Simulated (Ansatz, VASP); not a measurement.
# SnO2 (amorphous SnO2): VASP beside Ansatz, part 2 of 2

Aim: how closely do two programs agree when they are given the same cell, functional and k mesh? The cell is taken from a series of runs on this material, whose earlier steps may have relaxed, scaled, displaced or heated it; both programs get it as it stands.

VASP 6.6.1 and Ansatz 0.2.0.

So far. Step 2 (VASP: single point, PBE): The run ends at a pressure of 8.39 GPa, with forces up to 2.6 eV/Å.

**3. Ansatz: single point, PBE**

Level of this step: Ansatz beside VASP: Kohn-Sham DFT, plane waves, PBE (Ansatz).

Ansatz runs on its default PAW (the set named soft_2) files.

The same cell, functional, mesh and smearing now go to Ansatz, which takes its cutoff from its data sets.

The input, input.yaml:

```yaml
crystal:
  lattice:
    - [9.85089, 0.0, 0.0]
    - [0.0, 9.85089, 0.0]
    - [0.0, 0.0, 9.85089]
  atoms:
    - { symbol: Sn, position: [0.73259, 0.67325, 0.33158] }
    - { symbol: Sn, position: [0.04863, 0.22003, 0.43277] }
    - { symbol: Sn, position: [0.50783, 0.1779, 0.09886] }
    - { symbol: Sn, position: [0.77306, 0.46387, 0.57745] }
    - { symbol: Sn, position: [0.22183, 0.6999, 0.38967] }
    - { symbol: Sn, position: [0.49325, 0.72237, 0.59755] }
    - { symbol: Sn, position: [0.97942, 0.20499, 0.94457] }
    - { symbol: Sn, position: [0.20718, 0.46886, 0.75049] }
    - { symbol: Sn, position: [0.20774, 0.03425, 0.17557] }
    - { symbol: Sn, position: [0.58124, 0.9952, 0.47577] }
    - { symbol: Sn, position: [0.82896, 0.02814, 0.23825] }
    - { symbol: Sn, position: [0.98042, 0.72669, 0.12158] }
    - { symbol: Sn, position: [0.83415, 0.54013, 0.9379] }
    - { symbol: Sn, position: [0.9912, 0.69445, 0.63893] }
    - { symbol: Sn, position: [0.25552, 0.80464, 0.89303] }
    - { symbol: Sn, position: [0.36881, 0.29595, 0.43957] }
    - { symbol: Sn, position: [0.49872, 0.85875, 0.12731] }
    - { symbol: Sn, position: [0.2058, 0.98354, 0.59947] }
    - { symbol: Sn, position: [0.46783, 0.54265, 0.05903] }
    - { symbol: Sn, position: [0.11795, 0.42367, 0.18037] }
    - { symbol: Sn, position: [0.78801, 0.92633, 0.86995] }
    - { symbol: Sn, position: [0.81299, 0.13958, 0.62248] }
    - { symbol: Sn, position: [0.52413, 0.38493, 0.77588] }
    - { symbol: Sn, position: [0.75397, 0.37205, 0.20353] }
    - { symbol: O, position: [0.87478, 0.54117, 0.73942] }
    - { symbol: O, position: [0.57542, 0.96607, 0.27597] }
    - { symbol: O, position: [0.38134, 0.01685, 0.06696] }
    - { symbol: O, position: [0.36187, 0.37378, 0.63644] }
    - { symbol: O, position: [0.63928, 0.9203, 0.99705] }
    - { symbol: O, position: [0.36208, 0.19474, 0.24542] }
    - { symbol: O, position: [0.85533, 0.74076, 0.96285] }
    - { symbol: O, position: [0.70051, 0.1743, 0.17445] }
    - { symbol: O, position: [0.36596, 0.47515, 0.87806] }
    - { symbol: O, position: [0.89312, 0.83833, 0.72276] }
    - { symbol: O, position: [0.63179, 0.5222, 0.92562] }
    - { symbol: O, position: [0.3986, 0.91405, 0.54757] }
    - { symbol: O, position: [0.52691, 0.19226, 0.47289] }
    - { symbol: O, position: [0.08847, 0.32608, 0.8184] }
    - { symbol: O, position: [0.84332, 0.34477, 0.99911] }
    - { symbol: O, position: [0.85177, 0.82259, 0.24914] }
    - { symbol: O, position: [0.55838, 0.38467, 0.14332] }
    - { symbol: O, position: [0.66357, 0.99726, 0.66869] }
    - { symbol: O, position: [0.39474, 0.74849, 0.75818] }
    - { symbol: O, position: [0.03999, 0.06244, 0.2896] }
    - { symbol: O, position: [0.12669, 0.85127, 0.0554] }
    - { symbol: O, position: [0.86392, 0.6357, 0.48739] }
    - { symbol: O, position: [0.38316, 0.6308, 0.45944] }
    - { symbol: O, position: [0.51489, 0.24348, 0.91358] }
    - { symbol: O, position: [0.12863, 0.81043, 0.53052] }
    - { symbol: O, position: [0.23757, 0.15011, 0.49813] }
    - { symbol: O, position: [0.13347, 0.22057, 0.08723] }
    - { symbol: O, position: [0.6938, 0.31316, 0.68656] }
    - { symbol: O, position: [0.91007, 0.034, 0.04815] }
    - { symbol: O, position: [0.13477, 0.6706, 0.80352] }
    - { symbol: O, position: [0.28029, 0.86672, 0.28556] }
    - { symbol: O, position: [0.78126, 0.06717, 0.4335] }
    - { symbol: O, position: [0.86634, 0.11033, 0.81566] }
    - { symbol: O, position: [0.20279, 0.96626, 0.79165] }
    - { symbol: O, position: [0.94701, 0.32702, 0.25914] }
    - { symbol: O, position: [0.1308, 0.54637, 0.5778] }
    - { symbol: O, position: [0.30464, 0.49808, 0.16143] }
    - { symbol: O, position: [0.03423, 0.53992, 0.02997] }
    - { symbol: O, position: [0.70114, 0.46388, 0.38443] }
    - { symbol: O, position: [0.59553, 0.55013, 0.64622] }
    - { symbol: O, position: [0.08431, 0.63405, 0.2693] }
    - { symbol: O, position: [0.57213, 0.68174, 0.19885] }
    - { symbol: O, position: [0.01429, 0.07853, 0.58513] }
    - { symbol: O, position: [0.81336, 0.56364, 0.17022] }
    - { symbol: O, position: [0.62857, 0.78852, 0.47161] }
    - { symbol: O, position: [0.90106, 0.31442, 0.53701] }
    - { symbol: O, position: [0.38552, 0.73193, 0.0255] }
    - { symbol: O, position: [0.18453, 0.36348, 0.36839] }
kpoints:
  mp_grid: { grid: [1, 1, 1] }
hamiltonian:
  xc: pbe
scf:
  occupations: { method: fermi_dirac, width: 0.05 }
output:
  forces: true
  eigenvalues: true
  populations: true
  stress: true
```

Started as:

```console
$ ansatz run input.yaml --threads 4 --pin off --max-ram 8192MiB --backend cpu --events-out ev --progress --plain --runs-dir out
```

Numbers of over 12 decimals in the logs are rounded to 6 here.

The program printed:

```text
Engine: ansatz 0.2.0, aarch64-unknown-linux-gnu
Pseudopotentials: kind: paw
Pseudopotential: Sn, paw, valence charge 14, recommended cutoff 420 eV (normal), Sn.paw.azcp
Pseudopotential: O, paw, valence charge 6, recommended cutoff 420 eV (normal), O.paw.azcp
Functional definition: PBE
  parameter kappa = 0.804
  parameter beta = 0.066725
  exchange = pbe_x(kappa = kappa, mu = beta*pi^2/3)
  correlation = pbe_c(beta = beta)
Crystal: 72 atoms, lattice volume = 955.931 Å³
Basis set: ecut = 420 eV, 18805 PW (Γ), exchange–correlation on 144×144×144 points (8 copies of the dense FFT grid, shifted against one another)
Bands: 384, of which v1, the nominal top of the filled ones, is band 312 counted from 1 (311 counted from 0)
Symmetry: 1 space group operations
Space group: P1 (ITA 1), of the structure as read, at distance tolerance 9.9e-5 Å
k-points: 1
Non-local potential: Sn, projectors of the file, l = 0: 2, l = 1: 2, l = 2: 2, l = 3: 2
Non-local potential: O, projectors of the file, l = 0: 2, l = 1: 2, l = 2: 1
PAW form: soft (Blöchl's): semilocal exchange-correlation on the pseudo side does not see the compensation charge
PAW one-centre angular grid: Sn, 590 points (default); XC on 64 Gauss nodes
PAW one-centre angular grid: O, 110 points (default); XC on 64 Gauss nodes
Initial density: superposition of atomic densities (neutral atoms: chi_scale 0, normalization atom), corrected by the library's trained network
Initial wavefunctions: pseudopotential atomic-orbital guess
Functional: x = pbe(κ = 0.804, μ = 0.219515), c = pbe(β = 0.066725)
SCF iter   1: F=—  HF=-171794.195799 eV  |F-HF|=—  |Δ(HF+E_count)|=         —  Δρ=3.94e-3  dr2=1.32e-1  ethr=1.77e-3  ⟨swp⟩=5.0  Hψ=1411  notcnv=0  defer=50
preconditioner: auto → LDOS  [insulator: Δε(μ)=0.311 eV  Ē_g=18.882 eV  σ=0.050 eV  W_gap=0.91  n_scr=250 (ndim 8)  ℏωp=30.0 eV  f_vac=0.093  D(μ)=3.41/eV (n_scr^D=6)  ε∞_Penn≈3.5  β→1.0]
SCF iter   2: F=—  HF=-171794.227715 eV  |F-HF|=—  |Δ(HF+E_count)|=   3.19e-2  Δρ=4.29e-3  dr2=1.82e-1  ethr=2.12e-5  ⟨swp⟩=3.0  Hψ=762  notcnv=0  defer=63
SCF iter   3: F=—  HF=-171794.192055 eV  |F-HF|=—  |Δ(HF+E_count)|=   3.57e-2  Δρ=1.89e-3  dr2=3.12e-2  ethr=2.12e-5  ⟨swp⟩=2.0  Hψ=521  notcnv=0  defer=63
SCF iter   4: F=—  HF=-171794.185820 eV  |F-HF|=—  |Δ(HF+E_count)|=   6.23e-3  Δρ=5.13e-4  dr2=2.59e-3  ethr=5.00e-6  ⟨swp⟩=2.0  Hψ=505  notcnv=0  defer=63
SCF iter   5: F=—  HF=-171794.185290 eV  |F-HF|=—  |Δ(HF+E_count)|=   5.31e-4  Δρ=1.44e-4  dr2=2.29e-4  ethr=4.15e-7  ⟨swp⟩=2.0  Hψ=487  notcnv=0  defer=63
SCF iter   6: F=—  HF=-171794.185276 eV  |F-HF|=—  |Δ(HF+E_count)|=   1.37e-5  Δρ=6.83e-5  dr2=4.69e-5  ethr=3.68e-8  ⟨swp⟩=2.0  Hψ=485  notcnv=0  defer=63
SCF iter   7: F=—  HF=-171794.186218 eV  |F-HF|=—  |Δ(HF+E_count)|=   9.42e-4  Δρ=3.42e-5  dr2=1.18e-5  ethr=7.51e-9  ⟨swp⟩=2.0  Hψ=527  notcnv=0  defer=63
SCF iter   8: F=—  HF=-171794.186218 eV  |F-HF|=—  |Δ(HF+E_count)|=   2.11e-7  Δρ=1.59e-5  dr2=2.76e-6  ethr=1.89e-9  ⟨swp⟩=2.0  Hψ=464  notcnv=0  defer=63
SCF iter   9: F=—  HF=-171794.186218 eV  |F-HF|=—  |Δ(HF+E_count)|=   1.52e-7  Δρ=8.21e-6  dr2=7.66e-7  ethr=4.43e-10  ⟨swp⟩=2.0  Hψ=429  notcnv=0  defer=63
SCF iter  10: F=—  HF=-171794.186218 eV  |F-HF|=—  |Δ(HF+E_count)|=   2.43e-8  Δρ=4.29e-6  dr2=1.99e-7  ethr=1.23e-10  ⟨swp⟩=2.0  Hψ=433  notcnv=0  defer=63
SCF iter  11: F=-171794.186218 eV  HF=-171794.186218 eV  |F-HF|=1.82e-8  |Δ(HF+E_count)|=   1.93e-8  Δρ=2.12e-6  dr2=3.72e-8  ethr=1.60e-11  ⟨swp⟩=13.0  Hψ=1752  notcnv=0
SCF 1 converged in 11 iterations: F = -171794.186218 eV  dr2 = 3.72e-8
  greatest PAW one-centre occupation: 0.997 electrons in one spin orbital (limit 2), on the Sn atom at site 16 (counted from 0), in its partial waves of l = 2
SCF converged after 11 iterations
Free energy (F): -171794.186218 eV
Harris-Foulkes:  -171794.186218 eV  (|F-HF|=1.82e-8)
Internal energy: -171794.150559 eV  (E = F + TS)
E sigma→0 (E₀):  -171794.168388 eV
Entropy (-TS):   -0.035659 eV (-0.495 meV/atom)
Fermi energy:    8.397151 eV
--- Per-component energies (eV) ---
  E_band       = -2375.174601
  E_kinetic    = 12980.220330
  E_local      = -42360.457411  (includes V_loc(G=0)·N_el)
  E_nonlocal   = 1615.421494
  E_hartree    = 21404.927711
  E_xc         = -12650.007505
  E_vxc        = -6753.141143  (∫ρ·V_xc dr)
  E_paw        = -107139.323009  (= ΣΔE_a)
  E_vpaw       = -10667.192002  (= ΣTr[D̂ρ^β])
  E_aug_tail   = 0.117642  (compensation charges beyond the density's cutoff)
  E_ewald      = -45645.049810
  E_smearing   = -0.035659  (= −TS)
  E_closure    = 0.000000  (closes the sum)
  Σ components = -171794.186218   (vs F -171794.186218, Δ=0.00e0)
--- Forces (eV/Å), atoms counted from 1 ---
  atom   1  Sn    -0.88158914    -0.71587134     0.21267011
  atom   2  Sn    -0.16253609    -0.00437072    -0.49506816
  atom   3  Sn    -0.29607908     1.59035418     0.34806617
[...]
atom  15  Sn    -0.84599642    -0.13571938    -1.13000702
  atom  16  Sn    -0.63439489    -0.05466865    -0.69623376
  atom  17  Sn     0.22172841    -0.59928051     1.44817742
  atom  18  Sn     0.34872857    -0.15615899    -0.06821535
  atom  19  Sn     0.01320883     0.14927864    -0.55854305
  atom  20  Sn     0.63436472     0.12420236    -0.70840077
  atom  21  Sn     0.70563634    -0.92035032    -0.20985484
  atom  22  Sn     0.08777653     0.15267241     0.79786853
  atom  23  Sn     0.42561175     1.00023529    -0.00037465
  atom  24  Sn     0.38229798    -0.25499289     0.14250463
  atom  25  O      0.53273528     0.07130886     0.11253060
  atom  26  O      0.95866370     0.55425983    -0.82515193
  atom  27  O     -0.26136041    -0.64000914    -1.68424785
  atom  28  O      0.20015734    -0.32591619    -0.29826738
  atom  29  O     -0.28305415     0.81217319    -0.05485345
  atom  30  O     -0.29042073    -0.13394496     0.10181208
  atom  31  O     -0.18591107     0.62982089     0.11262463
  atom  32  O      0.24899898     0.07813904     0.22219357
  atom  33  O      0.23846207     0.27739963     0.44763826
  atom  34  O     -0.83187978     1.68321017     0.00676776
  atom  35  O     -0.79308155     0.28902492    -0.53780896
[...]
atom  65  O     -0.74623039    -1.16199936     0.27044792
  atom  66  O     -0.42089078    -0.37978233    -0.20238206
  atom  67  O     -0.43712557     0.26128431    -0.36884298
  atom  68  O      0.46521160     1.06900755    -0.59118410
  atom  69  O      1.41178762     0.28014207    -0.61326738
  atom  70  O      0.62462631    -1.12821056     0.08439678
  atom  71  O     -0.03226191    -0.45639351     0.02133664
  atom  72  O     -0.05423863     0.39800146     0.51227417
  max |Σ_I F_I| component: 3.07e-5 eV/Å
--- Stress (GPa, compression-positive) ---
        7.136800       0.277351       0.467333
        0.277351       7.793027      -0.533795
        0.467332      -0.533796       9.217446
  P = ⅓ Tr σ = 8.0491 GPa (80.491 kbar)
--- Band table (eV) ---
  k-point 0: bands = [... 308 lower, 7.9816, 8.0139, 8.1624, 8.2221, 8.5572, 10.7699, 11.0934, 11.3501, ... 68 higher]
--- Löwdin populations: 72 sites ---
  site symbol       q [e]
     0     Sn     12.2504
     1     Sn     12.2915
     2     Sn     12.2528
     3     Sn     12.2287
     4     Sn     12.2330
     5     Sn     12.2382
     6     Sn     12.2551
     7     Sn     12.2792
     8     Sn     12.3324
     9     Sn     12.2631
    10     Sn     12.2909
    11     Sn     12.2558
    12     Sn     12.2585
    13     Sn     12.2587
    14     Sn     12.2331
    15     Sn     12.2597
    16     Sn     12.2532
    17     Sn     12.2067
    18     Sn     12.2422
    19     Sn     12.2888
    20     Sn     12.2584
    21     Sn     12.2614
    22     Sn     12.2549
    23     Sn     12.2605
[...]
64      O      6.7909
    65      O      6.8044
    66      O      6.8033
    67      O      6.8214
    68      O      6.7941
    69      O      6.7892
    70      O      6.7807
    71      O      6.7537
  spilling = 0.005281 (of n_electrons = 624.000000)
```

The run ends at a pressure of 8.05 GPa, with forces up to 2.6 eV/Å.

**4. Comparison**

Known differences besides the potentials themselves: the cutoff is 420 eV in Ansatz and 600 eV in VASP (PREC = Accurate, projectors in real space). Total energies have different zeros and are not compared.

Both answers:

| quantity | Ansatz | VASP | difference |
| --- | --- | --- | --- |
| pressure (GPa) | 8.05 | 8.39 | -0.35 |
| gap on the k mesh (eV) | 0.335 | 0.322 | +0.013 |

Forces on 10 of the 72 atoms, those with the largest forces and the largest differences (eV/Å; atoms numbered as in POSCAR):

| atom | Ansatz x, y, z | VASP x, y, z |
| --- | --- | --- |
| Sn7 | 1.956, 1.306, 1.033 | 1.970, 1.282, 1.008 |
| Sn14 | 1.164, -1.181, 0.938 | 1.151, -1.158, 0.944 |
| Sn16 | -0.634, -0.055, -0.696 | -0.617, 0.008, -0.720 |
| O27 | -0.261, -0.640, -1.684 | -0.275, -0.655, -1.721 |
| O34 | -0.832, 1.683, 0.007 | -0.828, 1.690, -0.013 |
| O37 | 1.796, -0.166, 0.563 | 1.847, -0.157, 0.574 |
| O42 | 0.542, 0.637, 0.559 | 0.518, 0.593, 0.612 |
| O47 | 1.183, -1.691, -0.308 | 1.186, -1.731, -0.330 |
| O58 | -0.298, 1.059, 1.370 | -0.308, 1.092, 1.409 |
| O60 | -0.613, -0.093, -0.627 | -0.605, -0.092, -0.701 |

The forces differ by 20 meV/Å r.m.s., which is 2.9 % of the r.m.s. force of 0.680 eV/Å (both taken over all components). A gap on the mesh is an upper bound, since the band edges may lie between its points.

**5. Outcome**

* r.m.s. force difference (single point, PBE): 2.9 % of the r.m.s. force

**Reading.** The r.m.s. force difference is 2.9 % of the r.m.s. force (single point, PBE), at about the 3 % picked in this series as the mark of a large difference. Such differences can come from data sets, numerical settings and the points named under the comparisons, not from the functional's error against experiment.

[Lines on the potential files, build, host, timing and source positions are cut from VASP's logs without a mark.]

[Logs are printed without paths, hosts, clocks, repeated set-up lines and the standing remarks that a program may print on its own settings, such as how far it seeks lower states.]

[Hosts, paths, dates, database ids (printed as entryN), source tags and the programs' standing remarks are cut or masked in the printed files.]
